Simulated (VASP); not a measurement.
Method: vdW-DF2, VASP's PBE PAW potentials (set 64) (plane waves; VASP).

VASP ran on this input.

INCAR:
```
# general
SYSTEM    =  MnF2
PREC      =  Accurate
ENCUT     =  520   # plane-wave cut-off (eV)
LREAL     =  .FALSE.
LASPH     =  .TRUE.   # aspherical one-centre terms

# electronic loop
EDIFF     =  1E-7   # SCF stop (eV)
NELM      =  100   # most electronic steps
ALGO      =  Normal   # blocked Davidson
LMAXMIX   =  4   # l cut-off of mixed one-centre charges

# smearing
ISMEAR    =  0   # Gaussian
SIGMA     =  0.05   # width (eV)

# functional
GGA       =  ML
LUSE_VDW  =  .TRUE.
AGGAC     =  0.0
ZAB_VDW   =  -1.8867

# spin
ISPIN     =  2   # spin-polarised
MAGMOM    =  4.5 -4.5 -0.0 2*0.0 -0.0

# ions
IBRION    =  2   # conjugate gradients
NSW       =  30   # most ionic steps
ISIF      =  4   # ions and shape, fixed volume
EDIFFG    =  -0.01

# output
LWAVE     =  .FALSE.
LCHARG    =  .FALSE.
LORBIT    =  10
```

File POSCAR:
```
MnF2
1
    5.0028308027     0.0000000000     0.0000000000
    0.0000000000     5.0028308027     0.0000000000
    0.0000000000     0.0000000000     3.4021659257
Mn F
2 4
Direct
  1.0000000000   0.0000000000   0.0000000000
  0.5000000000   0.5000000000   0.5000000000
  0.3028041082   0.3028041082   1.0000000000
  0.8028041082   0.1971958918   0.5000000000
  0.1971958918   0.8028041082   0.5000000000
  0.6971958918   0.6971958918   0.0000000000
```

**KPOINTS**
```
Automatic mesh
0
Gamma
5 5 7
0 0 0
```

POTCAR, in this order: Mn_pv F (PBE.64 set). Program: vasp_std.

Output

### OSZICAR
```
       N       E                     dE             d eps       ncg     rms          rms(c)
DAV:   1     0.718328857763E+03    0.71833E+03   -0.31537E+04  3120   0.187E+03
DAV:   2     0.441984471063E+02   -0.67413E+03   -0.65070E+03  3480   0.537E+02
DAV:   3    -0.287139517099E+02   -0.72912E+02   -0.72143E+02  3456   0.184E+02
DAV:   4    -0.306772614484E+02   -0.19633E+01   -0.19415E+01  3728   0.301E+01
DAV:   5    -0.307096109333E+02   -0.32349E-01   -0.32345E-01  3280   0.440E+00    0.195E+01
DAV:   6    -0.253333955447E+02    0.53762E+01   -0.35244E+01  3696   0.395E+01    0.135E+01
DAV:   7    -0.254336260578E+02   -0.10023E+00   -0.23661E+00  3296   0.113E+01    0.925E+00
DAV:   8    -0.252842779402E+02    0.14935E+00   -0.36473E-01  3280   0.529E+00    0.357E+00
DAV:   9    -0.253698905031E+02   -0.85613E-01   -0.55128E-02  3552   0.264E+00    0.775E-01
DAV:  10    -0.253716396546E+02   -0.17492E-02   -0.21786E-02  3504   0.887E-01    0.154E-01
DAV:  11    -0.253717116001E+02   -0.71945E-04   -0.83746E-04  3376   0.299E-01    0.716E-02
DAV:  12    -0.253718053237E+02   -0.93724E-04   -0.65442E-05  3464   0.640E-02    0.416E-02
DAV:  13    -0.253718027074E+02    0.26163E-05   -0.21468E-05  3312   0.395E-02    0.129E-02
DAV:  14    -0.253718150284E+02   -0.12321E-04   -0.61535E-06  3584   0.227E-02    0.255E-03
DAV:  15    -0.253718189066E+02   -0.38781E-05   -0.45629E-07  2840   0.623E-03    0.116E-03
DAV:  16    -0.253718182676E+02    0.63894E-06   -0.80686E-08  1928   0.228E-03    0.535E-04
DAV:  17    -0.253718185913E+02   -0.32368E-06   -0.11939E-08  1744   0.971E-04    0.142E-04
DAV:  18    -0.253718185327E+02    0.58576E-07   -0.23700E-09  1648   0.370E-04
   1 F= -.25371819E+02 E0= -.25371819E+02  d E =-.253718E+02  mag=     0.0000
       N       E                     dE             d eps       ncg     rms          rms(c)
DAV:   1    -0.253734572018E+02   -0.16386E-02   -0.10718E-01  3072   0.256E+00    0.292E-01
DAV:   2    -0.253726516040E+02    0.80560E-03   -0.23003E-03  3528   0.399E-01    0.176E-01
DAV:   3    -0.253722916972E+02    0.35991E-03   -0.40550E-04  3968   0.163E-01    0.942E-02
DAV:   4    -0.253722708529E+02    0.20844E-04   -0.10356E-04  3648   0.714E-02    0.272E-02
DAV:   5    -0.253722680187E+02    0.28342E-05   -0.56653E-06  3144   0.167E-02    0.175E-02
DAV:   6    -0.253722688287E+02   -0.81002E-06   -0.70513E-07  3808   0.708E-03    0.690E-03
DAV:   7    -0.253722695125E+02   -0.68379E-06   -0.15950E-07  2568   0.298E-03    0.881E-04
DAV:   8    -0.253722690113E+02    0.50119E-06   -0.17434E-08  1592   0.112E-03    0.385E-04
DAV:   9    -0.253722691078E+02   -0.96440E-07   -0.52438E-09  1600   0.648E-04
   2 F= -.25372269E+02 E0= -.25372269E+02  d E =-.450575E-03  mag=     0.0000
       N       E                     dE             d eps       ncg     rms          rms(c)
DAV:   1    -0.253785631502E+02   -0.62941E-02   -0.53490E-01  3104   0.572E+00    0.654E-01
DAV:   2    -0.253746145579E+02    0.39486E-02   -0.11472E-02  3536   0.890E-01    0.393E-01
DAV:   3    -0.253728058560E+02    0.18087E-02   -0.20111E-03  3952   0.362E-01    0.211E-01
DAV:   4    -0.253726798420E+02    0.12601E-03   -0.51662E-04  3648   0.159E-01    0.608E-02
DAV:   5    -0.253726739825E+02    0.58596E-05   -0.28560E-05  3112   0.374E-02    0.389E-02
DAV:   6    -0.253726757538E+02   -0.17713E-05   -0.35420E-06  3848   0.158E-02    0.154E-02
DAV:   7    -0.253726774570E+02   -0.17033E-05   -0.83730E-07  3696   0.665E-03    0.209E-03
DAV:   8    -0.253726762959E+02    0.11611E-05   -0.51974E-08  1888   0.193E-03    0.865E-04
DAV:   9    -0.253726765162E+02   -0.22026E-06   -0.19491E-08  1632   0.127E-03    0.423E-04
DAV:  10    -0.253726766102E+02   -0.93948E-07   -0.83703E-09  1568   0.711E-04
   3 F= -.25372677E+02 E0= -.25372677E+02  d E =-.858077E-03  mag=     0.0000
```

File OUTCAR:
```
------------------------ aborting loop because EDIFF is reached ----------------------------------------
  FORCE on cell =-STRESS in cart. coord.  units (eV):
  Direction    XX          YY          ZZ          XY          YZ          ZX
  --------------------------------------------------------------------------------------
  Total       -1.2689387     -1.2689387     -1.2717108      0.0000000      0.0000000      0.0000000
  in kB      -23.8761387    -23.8761387    -23.9282991      0.0000000      0.0000000      0.0000000
  external PRESSURE =     -23.8935255 kB  Pullay stress =       0.0000000 kB
  volume of cell :       85.15
      direct lattice vectors                 reciprocal lattice vectors
     5.016347023  0.000000000  0.000000000     0.199348250  0.000000000  0.000000000
    -0.000000000  5.016347023  0.000000000    -0.000000000  0.199348250  0.000000000
     0.000000000  0.000000000  3.383856797     0.000000000  0.000000000  0.295520780
 POSITION                                       TOTAL-FORCE (eV/Angst)
 -----------------------------------------------------------------------------------
     -0.00000      0.00000      0.00000        -0.000000      0.000000      0.000000
      2.50817      2.50817      1.69193         0.000000      0.000000      0.000000
      1.52078      1.52078      0.00000        -0.001704     -0.001704      0.000000
      4.02895      0.98740      1.69193        -0.001704      0.001704      0.000000
      0.98740      4.02895      1.69193         0.001704     -0.001704      0.000000
      3.49557      3.49557      0.00000         0.001704      0.001704      0.000000
 -----------------------------------------------------------------------------------
    total drift:                                0.000000      0.000000     -0.000000
  FREE ENERGIE OF THE ION-ELECTRON SYSTEM (eV)
  ---------------------------------------------------
  free  energy   TOTEN  =       -25.3726766102 eV

  energy  without entropy=      -25.3726766102  energy(sigma->0) =      -25.37267661

 total charge

# of ion       s       p       d       tot
------------------------------------------
    1        0.150   6.118   4.936  11.205
    2        0.150   6.118   4.936  11.205
    3        1.724   4.342   0.000   6.066
    4        1.724   4.342   0.000   6.066
    5        1.724   4.342   0.000   6.066
    6        1.724   4.342   0.000   6.066
--------------------------------------------------
tot          7.197  29.605   9.873  46.675

 magnetization (x)

# of ion       s       p       d       tot
------------------------------------------
    1        0.016   0.008   4.510   4.534
    2       -0.016  -0.008  -4.510  -4.534
    3       -0.002  -0.027   0.000  -0.029
    4        0.002   0.027   0.000   0.029
    5        0.002   0.027   0.000   0.029
    6       -0.002  -0.027   0.000  -0.029
--------------------------------------------------
tot          0.000   0.000   0.000   0.000

 reached required accuracy - stopping structural energy minimisation
```
(Selected blocks of OUTCAR.)

### CONTCAR
```
MnF2
   1.00000000000000
     5.0163470227072144    0.0000000000000000    0.0000000000000000
    -0.0000000000000000    5.0163470227072144    0.0000000000000000
     0.0000000000000000    0.0000000000000000    3.3838567967941082
  Mn              F
     2     4
Direct
     0.0000000000000000    0.0000000000000000    0.0000000000000000
     0.5000000000000000    0.5000000000000000    0.5000000000000000
     0.3031639144326681    0.3031639144326681    0.0000000000000000
     0.8031639144326682    0.1968360855673319    0.5000000000000000
     0.1968360855673319    0.8031639144326682    0.5000000000000000
     0.6968360855673318    0.6968360855673318    0.0000000000000000
```

The compound is MnF2 in the rutile structure. This cell is one point of a volume scan, at 1.03 of the reference volume. Symmetry was kept, so distortions that lower it aren't found.
